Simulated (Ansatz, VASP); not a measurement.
# TiTeS: VASP beside Ansatz, part 2 of 2

Wanted: the spread between two codes on one cell, functional and k mesh. The cell is taken from a series of runs on this material, whose earlier steps may have relaxed, scaled, displaced or heated it; both programs get it as it stands.

VASP 6.6.1 and Ansatz 0.2.0.

So far: The structure; VASP: zone-centre phonons, PBEsol.

## 3. Ansatz: zone-centre phonons, PBEsol

Level of this step: Ansatz beside VASP: Kohn-Sham DFT, plane waves, PBEsol (Ansatz).

Ansatz runs on its PAW soft_1 files.

The same cell, functional, mesh and smearing now go to Ansatz, which takes its cutoff from its data sets.

The input, input.yaml:

```yaml
crystal:
  lattice:
    - [3.66144048, 0.0, 0.0]
    - [-1.83072024, 3.1709004701, 0.0]
    - [0.0, 0.0, 30.0]
  atoms:
    - { symbol: Ti, position: [0.0, 0.0, 0.3400281963] }
    - { symbol: S, position: [0.3333333333, 0.6666666667, 0.3780182063] }
    - { symbol: Te, position: [0.6666666667, 0.3333333333, 0.2786202642] }
  periodic: [true, true, false]
kpoints:
  mp_grid: { grid: [15, 15, 1] }
hamiltonian:
  xc: pbesol
  pseudopotentials: { kind: paw, azcp: { folder: soft_1 }, xc_functional: pbe }
scf:
  occupations: { method: methfessel_paxton, width: 0.2 }
output:
  eigenvalues: true
phonons:
  method: dfpt
```

Run with:

```
$ ansatz run input.yaml --threads 4 --pin off --max-ram 16384MiB --backend cpu --events-out ev --progress --plain --runs-dir out
```

Numbers of over 12 decimals in the logs are rounded to 6 here.

Output:

```text
Engine: ansatz 0.2.0, aarch64-unknown-linux-gnu
Pseudopotentials: kind: paw
Pseudopotential: Ti, paw, valence charge 12, recommended cutoff 420 eV (normal), soft_1/Ti.paw.azcp
Pseudopotential: S, paw, valence charge 6, recommended cutoff 420 eV (normal), soft_1/S.paw.azcp
Pseudopotential: Te, paw, valence charge 16, recommended cutoff 420 eV (normal), soft_1/Te.paw.azcp
Functional definition: PBEsol
  exchange = pbesol_x
  correlation = pbesol_c
Crystal: 3 atoms, lattice volume = 348.302 Å³
Basis set: ecut = 420 eV, 6749 PW (Γ), exchange–correlation on 50×50×432 points (8 copies of the dense FFT grid, shifted against one another)
Bands: 21, of which v1, the nominal top of the filled ones, is band 17 counted from 1 (16 counted from 0)
Symmetry: 6 space group operations
k-points: 64 of 225 (irreducible under 2 space group operations, time reversal used)
Non-local potential: Ti, projectors of the file, l = 0: 3, l = 1: 2, l = 2: 3, l = 3: 1
Non-local potential: S, projectors of the file, l = 0: 2, l = 1: 2, l = 2: 1
Non-local potential: Te, projectors of the file, l = 0: 2, l = 1: 2, l = 2: 2, l = 3: 1
PAW form: soft (Blöchl's): semilocal exchange-correlation on the pseudo side does not see the compensation charge
PAW frozen core: Ti, regenerated for the run's functional, and the local potential with it (the file was generated under x = pbe(κ = 0.804, μ = 0.219515), c = pbe(β = 0.066725))
PAW frozen core: S, regenerated for the run's functional, and the local potential with it (the file was generated under x = pbe(κ = 0.804, μ = 0.219515), c = pbe(β = 0.066725))
PAW frozen core: Te, regenerated for the run's functional, and the local potential with it (the file was generated under x = pbe(κ = 0.804, μ = 0.219515), c = pbe(β = 0.066725))
PAW one-centre angular grid: Ti, 590 points (default); XC on 64 Gauss nodes
PAW one-centre angular grid: S, 110 points (default); XC on 64 Gauss nodes
PAW one-centre angular grid: Te, 590 points (default); XC on 64 Gauss nodes
Initial density: superposition of atomic densities (neutral atoms: chi_scale 0, normalization atom)
Initial wavefunctions: pseudopotential atomic-orbital guess
Functional: x = pbesol(κ = 0.804, μ = 0.123457), c = pbesol(β = 0.046)
SCF iter   1: F=—  HF=-10264.024695 eV  |F-HF|=—  |Δ(HF+E_count)|=         —  Δρ=2.05e-2  dr2=2.44e0  ethr=3.10e-3  ⟨swp⟩=14.5  Hψ=11230  notcnv=0
preconditioner: auto → LDOS  [insulator: Δε(μ)=0.171 eV  Ē_g=6.925 eV  σ=0.200 eV  W_gap=0.64  n_scr=16 (ndim 8)  ℏωp=8.0 eV  f_vac=0.758  D(μ)=0.98/eV (n_scr^D=6)  ε∞_Penn≈2.3  β→1.0]
SCF iter   2: F=—  HF=-10264.575565 eV  |F-HF|=—  |Δ(HF+E_count)|=   5.51e-1  S|Δr|=    0.00e0  Δρ=1.89e-2  dr2=7.35e0  ethr=3.10e-3  ⟨swp⟩=4.8  Hψ=4102  notcnv=0  recentre
SCF iter   3: F=—  HF=-10263.494826 eV  |F-HF|=—  |Δ(HF+E_count)|=    1.08e0  S|Δr|=    0.00e0  Δρ=5.98e-3  dr2=8.76e-1  ethr=3.10e-3  ⟨swp⟩=4.1  Hψ=3923  notcnv=0
SCF iter   4: F=—  HF=-10263.426006 eV  |F-HF|=—  |Δ(HF+E_count)|=   6.88e-2  S|Δr|=    0.00e0  Δρ=3.40e-3  dr2=5.99e-2  ethr=2.58e-3  ⟨swp⟩=1.7  Hψ=1957  notcnv=0
SCF iter   5: F=—  HF=-10263.422457 eV  |F-HF|=—  |Δ(HF+E_count)|=   3.55e-3  S|Δr|=    0.00e0  Δρ=6.44e-4  dr2=2.55e-3  ethr=1.76e-4  ⟨swp⟩=3.4  Hψ=2733  notcnv=0
SCF iter   6: F=—  HF=-10263.422088 eV  |F-HF|=—  |Δ(HF+E_count)|=   3.69e-4  S|Δr|=    0.00e0  Δρ=2.51e-4  dr2=1.71e-4  ethr=7.51e-6  ⟨swp⟩=3.4  Hψ=2765  notcnv=0
SCF iter   7: F=—  HF=-10263.422210 eV  |F-HF|=—  |Δ(HF+E_count)|=   1.23e-4  S|Δr|=    0.00e0  Δρ=9.92e-5  dr2=5.30e-5  ethr=5.01e-7  ⟨swp⟩=3.0  Hψ=2854  notcnv=0
SCF iter   8: F=—  HF=-10263.422203 eV  |F-HF|=—  |Δ(HF+E_count)|=   7.37e-6  S|Δr|=    0.00e0  Δρ=3.77e-5  dr2=9.96e-6  ethr=1.56e-7  ⟨swp⟩=2.5  Hψ=2112  notcnv=0
SCF iter   9: F=—  HF=-10263.422199 eV  |F-HF|=—  |Δ(HF+E_count)|=   4.29e-6  S|Δr|=    0.00e0  Δρ=9.28e-6  dr2=4.48e-7  ethr=2.93e-8  ⟨swp⟩=3.0  Hψ=2727  notcnv=0
SCF iter  10: F=—  HF=-10263.422265 eV  |F-HF|=—  |Δ(HF+E_count)|=   6.60e-5  S|Δr|=    0.00e0  Δρ=1.94e-6  dr2=2.47e-8  ethr=1.32e-9  ⟨swp⟩=3.3  Hψ=2961  notcnv=0
SCF iter  11: F=—  HF=-10263.422265 eV  |F-HF|=—  |Δ(HF+E_count)|=   6.10e-8  S|Δr|=    0.00e0  Δρ=7.15e-7  dr2=3.82e-9  ethr=7.26e-11  ⟨swp⟩=3.2  Hψ=2661  notcnv=0
SCF iter  12: F=—  HF=-10263.422265 eV  |F-HF|=—  |Δ(HF+E_count)|=   4.39e-9  S|Δr|=    0.00e0  Δρ=2.51e-7  dr2=4.11e-10  ethr=1.12e-11  ⟨swp⟩=3.0  Hψ=2316  notcnv=0
SCF iter  13: F=—  HF=-10263.422265 eV  |F-HF|=—  |Δ(HF+E_count)|=   2.59e-9  S|Δr|=    0.00e0  Δρ=7.70e-8  dr2=4.98e-11  ethr=1.21e-12  ⟨swp⟩=3.7  Hψ=2957  notcnv=0
SCF iter  14: F=-10263.422265 eV  HF=-10263.422265 eV  |F-HF|=4.37e-11  |Δ(HF+E_count)|=  5.93e-10  S|Δr|=    0.00e0  Δρ=3.64e-8  dr2=9.27e-12  ethr=1.00e-12  ⟨swp⟩=13.9  Hψ=9955  notcnv=0
SCF 1 converged in 14 iterations: F = -10263.422265 eV  dr2 = 9.27e-12
  greatest PAW one-centre occupation: 0.998 electrons in one spin orbital (limit 2), on the Ti atom at site 0 (counted from 0), in its partial waves of l = 0
DFPT response loops at Γ: preconditioner auto → none (partly filled bands, converged f_vac=0.767); β = 0.50; Broyden in place of MSR1
SCF converged after 14 iterations
Stability not checked: this state was not tested for a lower state beside it, because cold or Methfessel-Paxton smearing, or corrected tetrahedra, fill the levels in a way that the test cannot read (fill_not_monotonic; see scf.lower_state_search)
Free energy (F): -10263.422265 eV
Harris-Foulkes:  -10263.422265 eV  (|F-HF|=4.37e-11)
Internal energy: -10263.432464 eV  (E = F + TS)
E sigma→0 (E₀):  -10263.424815 eV
Entropy (-TS):   0.010199 eV (3.400 meV/atom)
Fermi energy:    -4.889906 eV
Step filling:    the computed levels leave a gap of 0.0208 eV = 0.1 smearing widths at the electron count; against every level under it full and every level over it empty, smearing changes F+E_penalty+E_count by +4.029 meV and its σ→0 estimate by +1.479 meV
--- Per-component energies (eV) ---
  E_band       = -935.445588
  E_kinetic    = 556.722613
  E_local      = -56987.570729  (includes V_loc(G=0)·N_el)
  E_nonlocal   = 164.395763
  E_hartree    = 28119.148178
  E_xc         = -324.327493
  E_vxc        = -328.810803  (∫ρ·V_xc dr)
  E_paw        = -6202.572912  (= ΣΔE_a)
  E_vpaw       = -578.478655  (= ΣTr[D̂ρ^β])
  E_aug_tail   = 0.000011  (compensation charges beyond the density's cutoff)
  E_ewald      = 24410.195960
  E_core_change = 0.576145  (= ΣΔE_core)
  E_smearing   = 0.010199  (= −TS)
  E_closure    = 0.000000  (closes the sum)
  Σ components = -10263.422265   (vs F -10263.422265, Δ=0.00e0)
--- Band table (eV; the first three rows and the last of 64) ---
  k-point 0: bands = [... 13 lower, -8.3298, -6.7825, -4.8520, -4.8520, -4.2296, -4.2296, -3.8348, -1.5656]
  k-point 1: bands = [... 13 lower, -8.3176, -6.6868, -5.1264, -5.0171, -4.4296, -4.0916, -3.6415, -1.8684]
  k-point 2: bands = [... 13 lower, -8.2852, -6.5163, -5.8634, -5.3076, -4.5608, -3.8922, -3.5191, -2.3492]
  k-point 63: bands = [... 13 lower, -8.4754, -8.0748, -7.0602, -6.7012, -4.6170, -3.9433, -3.8346, -2.7293]
--- Phonons (Γ-DFPT): 6 representative perturbations + reference, on 64 of 225 k-points (Σ response iterations 29) ---
  k mesh reduced under 2 symmetry operations, with k and −k counted as one. Each operation leaves every solved perturbation unchanged. A smaller set is not used because it would not reduce the number of displacements times k-points to solve
  ASR residual: 6.108e-5 → 0.000e0 eV/Å²; symmetrization residual: 2.354e-5 eV/Å²
  ASR residual per site (eV/Å²): 6.11e-5 5.29e-5 2.62e-5
  Γ frequencies (cm⁻¹): 0.00 0.00 0.00 117.78 117.78 200.72 246.85 246.85 334.58
  non-analytic LO–TO correction: not included (Born effective charges unavailable; polar crystals: no LO–TO splitting at Γ)
```

## 4. Differences

Known differences besides the potentials themselves: Ansatz cuts the interaction across the vacuum, VASP repeats the sheet without a dipole correction; the data sets hold 34 valence electrons in Ansatz (on its PAW soft_1 files) and 24 in VASP; the cutoff is 420 eV in Ansatz and 500 eV in VASP; Ansatz makes its cores anew for this functional, VASP keeps those of its PBE data sets. Total energies have different zeros and are not compared.

Compared:

```tsv
quantity	Ansatz	VASP	difference
optical mode 1 to 2 (cm⁻¹)	117.8	118.2	-0.37 %
optical mode 3 (cm⁻¹)	200.7	200.8	-0.04 %
optical mode 4 to 5 (cm⁻¹)	246.8	247.9	-0.44 %
optical mode 6 (cm⁻¹)	334.6	335.2	-0.18 %
```

Modes are paired by rising frequency, not by their patterns, so a pair may set unlike modes beside each other; they are those without the splitting of longitudinal modes. Where the cell holds vacuum, a pressure given here is an average over it and none of the material.

## 5. Results

```json
{"r.m.s. difference of the optical zone-centre modes, each program's sorted by frequency (zone-centre phonons, PBEsol)": "0.72 cm⁻¹"}
```

What this shows: The r.m.s. difference of the optical zone-centre modes, each program's sorted by frequency is 0.72 cm⁻¹ (zone-centre phonons, PBEsol). The data sets hold unlike numbers of valence electrons (34 in Ansatz and 24 in VASP), so part of the differences may come from the potentials. Such differences can come from data sets, numerical settings and the points named under the comparisons, not from the functional's error against experiment.

[Lines on the potential files, build, host, timing and source positions are cut from VASP's logs without a mark.]

[Logs are printed without paths, hosts, clocks, repeated set-up lines and the standing remarks that a program may print on its own settings, such as how far it seeks lower states.]

[Hosts, paths, dates, database ids (printed as entryN), source tags and the programs' standing remarks are cut or masked in the printed files.]
